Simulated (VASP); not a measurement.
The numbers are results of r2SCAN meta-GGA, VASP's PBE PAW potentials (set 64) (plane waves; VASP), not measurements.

VASP input:

### KPOINTS
```
Automatic mesh
0
Gamma
16 16 16
0 0 0
```

### INCAR
```
# general
SYSTEM  = Mo
PREC    = Accurate
ENCUT   = 520
LREAL   = .False.
LASPH   = .True.

# electronic loop
EDIFF   = 1E-7
NELM    = 100
ALGO    = Normal
LMAXMIX = 4
LMIXTAU = .True.

# smearing
ISMEAR  = 1
SIGMA   = 0.1

# functional
METAGGA = R2SCAN

# ions
ISIF    = 2

# output
LWAVE   = .False.
LCHARG  = .False.
```

File POSCAR:
```
Mo
1.6088370
 -0.9999998609   0.9999998609   0.9999998609
  0.9999998609  -0.9999998609   0.9999998609
  0.9999998609   0.9999998609  -0.9999998609
Mo
1
direct
  0.0000000000   0.0000000000   0.0000000000
```

POTCAR, in this order: Mo_sv (PBE.64 set). Program: vasp_std.

Output of the run:

OUTCAR:
```
 ion  position               nearest neighbor table
   1  0.000  0.000  0.000-
  LATTYP: Found a body centered cubic cell.
 ALAT       =     3.2176735524
 Subroutine PRICEL returns:
 Original cell was already a primitive cell.
 Subroutine GETGRP returns: Found 48 space group operations
The static configuration has the point symmetry O_h .
The dynamic configuration has the point symmetry O_h .
 Subroutine INISYM returns: Found 48 space group operations
 Subroutine IBZKPT returns following result:
 Found    145 irreducible k-points:

 Following reciprocal coordinates:
            Coordinates               Weight
  0.000000  0.000000  0.000000      1.000000
  0.062500  0.000000  0.000000     12.000000
  0.125000  0.000000  0.000000     12.000000
  0.187500  0.000000  0.000000     12.000000
  0.250000  0.000000  0.000000     12.000000
  0.312500  0.000000  0.000000     12.000000
  0.375000  0.000000  0.000000     12.000000
  0.437500  0.000000  0.000000     12.000000
  0.500000  0.000000  0.000000      6.000000
  0.062500  0.062500  0.000000     24.000000
  0.125000  0.062500  0.000000     48.000000
  0.187500  0.062500  0.000000     48.000000
  0.250000  0.062500  0.000000     48.000000
  0.312500  0.062500  0.000000     48.000000
  0.375000  0.062500  0.000000     48.000000
  0.437500  0.062500  0.000000     48.000000
  0.125000  0.125000  0.000000     24.000000
  0.187500  0.125000  0.000000     48.000000
  0.250000  0.125000  0.000000     48.000000
  0.312500  0.125000  0.000000     48.000000
  0.375000  0.125000  0.000000     48.000000
  0.437500  0.125000  0.000000     24.000000
  0.187500  0.187500  0.000000     24.000000
  0.250000  0.187500  0.000000     48.000000
  0.312500  0.187500  0.000000     48.000000
...
```

**OSZICAR**
```
       N       E                     dE             d eps       ncg     rms          rms(c)
DAV:   1     0.723260366121E+02    0.72326E+02   -0.84415E+03  3225   0.132E+03
DAV:   2    -0.310064353443E+02   -0.10333E+03   -0.99993E+02  3451   0.347E+02
DAV:   3    -0.324218229073E+02   -0.14154E+01   -0.14027E+01  3681   0.409E+01
DAV:   4    -0.324259984941E+02   -0.41756E-02   -0.41752E-02  3531   0.258E+00
DAV:   5    -0.324260216050E+02   -0.23111E-04   -0.23112E-04  3732   0.192E-01    0.159E+01
DAV:   6    -0.252851919393E+02    0.71408E+01   -0.44868E+00  3376   0.275E+01    0.222E+00
DAV:   7    -0.260738774354E+02   -0.78869E+00   -0.20110E-01  3301   0.548E+00    0.143E+00
DAV:   8    -0.255545427085E+02    0.51933E+00   -0.83379E-01  3547   0.100E+01    0.274E+00
DAV:   9    -0.259668454683E+02   -0.41230E+00   -0.29937E-01  3406   0.512E+00    0.993E-01
DAV:  10    -0.260341752978E+02   -0.67330E-01   -0.13450E-02  3478   0.136E+00    0.426E-01
DAV:  11    -0.260373882902E+02   -0.32130E-02   -0.29913E-03  3463   0.734E-01    0.620E-02
DAV:  12    -0.260373585315E+02    0.29759E-04   -0.16676E-04  3391   0.194E-01    0.214E-02
DAV:  13    -0.260374018305E+02   -0.43299E-04   -0.54144E-05  3421   0.934E-02    0.171E-02
DAV:  14    -0.260373798538E+02    0.21977E-04   -0.85266E-06  3301   0.469E-02    0.467E-03
DAV:  15    -0.260373815881E+02   -0.17343E-05   -0.16851E-06  3454   0.179E-02    0.233E-03
DAV:  16    -0.260373803991E+02    0.11891E-05   -0.54467E-07  3301   0.100E-02    0.458E-04
DAV:  17    -0.260373811584E+02   -0.75933E-06   -0.32133E-08  1925   0.229E-03    0.139E-04
DAV:  18    -0.260373809388E+02    0.21964E-06   -0.55345E-09  1670   0.117E-03    0.121E-04
DAV:  19    -0.260373810776E+02   -0.13883E-06   -0.83412E-10  1631   0.353E-04    0.424E-05
DAV:  20    -0.260373810511E+02    0.26497E-07   -0.90197E-11  1628   0.126E-04
   1 F= -.26037381E+02 E0= -.26037336E+02  d E =-.136425E-03
```

OUTCAR:
```
------------------------ aborting loop because EDIFF is reached ----------------------------------------
  FORCE on cell =-STRESS in cart. coord.  units (eV):
  Direction    XX          YY          ZZ          XY          YZ          ZX
  --------------------------------------------------------------------------------------
  Total       -1.5012110     -1.5012110     -1.5012110      0.0000000      0.0000000     -0.0000000
  in kB     -144.3964015   -144.3964015   -144.3964015      0.0000000      0.0000000     -0.0000000
  external PRESSURE =    -144.3964015 kB  Pullay stress =       0.0000000 kB
  volume of cell :       16.66
      direct lattice vectors                 reciprocal lattice vectors
    -1.608836776  1.608836776  1.608836776     0.000000000  0.310783547  0.310783547
     1.608836776 -1.608836776  1.608836776     0.310783547  0.000000000  0.310783547
     1.608836776  1.608836776 -1.608836776     0.310783547  0.310783547  0.000000000
 POSITION                                       TOTAL-FORCE (eV/Angst)
 -----------------------------------------------------------------------------------
      0.00000      0.00000      0.00000        -0.000000      0.000000      0.000000
 -----------------------------------------------------------------------------------
    total drift:                                0.000000      0.000000     -0.000000
  FREE ENERGIE OF THE ION-ELECTRON SYSTEM (eV)
  ---------------------------------------------------
  free  energy   TOTEN  =       -26.0373810511 eV

  energy  without entropy=      -26.0372446257  energy(sigma->0) =      -26.03733558
```
(Selected blocks of OUTCAR.)

The compound is Mo in the bcc structure. This cell is one point of a volume scan, at 1.06 of the reference volume.
